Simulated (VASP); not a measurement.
A convergence study with VASP on CeO$_{2}$ (space group Fm-3m): one setting is varied, all else stays as given below, so the limit is that of these other settings.

```
CELL_PARAMETERS angstrom
      0.00000     2.69148     2.69148
      2.69148     0.00000     2.69148
      2.69148     2.69148     0.00000
ATOMIC_POSITIONS crystal
  Ce 0.00000 0.00000 0.00000
  O  0.25000 0.25000 0.25000
  O  0.75000 0.75000 0.75000
```

These are PBE GGA, VASP's PBE PAW potentials (set 64) (plane waves; VASP 6.6.1) values and carry that method's errors. The tightest run used: 400 eV cut-off, 8×8×8 Γ-centred mesh, Gaussian smearing of 0.010 eV, potentials Ce O.

**Question.** The settings run are 3×3×3 mesh; 4×4×4 mesh; 5×5×5 mesh; 7×7×7 mesh; 8×8×8 mesh. From which on does the mean ε∞ stay within 0.05  of the tightest run?

**Answer.** From 4×4×4 mesh on: it is off by 0.00 there and by no more than 0.05 in any finer run, while 3×3×3 mesh is off by 0.30.
| setting | mean ε∞ | irreducible k-points | difference judged () |
|---|---|---|---|
| 3×3×3 mesh | 8.02 | 4 | 0.30 |
| 4×4×4 mesh | 7.72 | 8 | 0.00 |
| 5×5×5 mesh | 7.72 | 10 | 0.00 |
| 7×7×7 mesh | 7.72 | 20 | 0.00 |
| 8×8×8 mesh | 7.72 | 29 | 0.00 |

Left out are rungs that failed or repeat a setting and relaxations that didn't move; long series are thinned to 24 rows.

The structure is a typed CeO2 crystal (space group no. 225). The cell was not relaxed at this level. The run is not spin-polarised, so no magnetic state was tried.
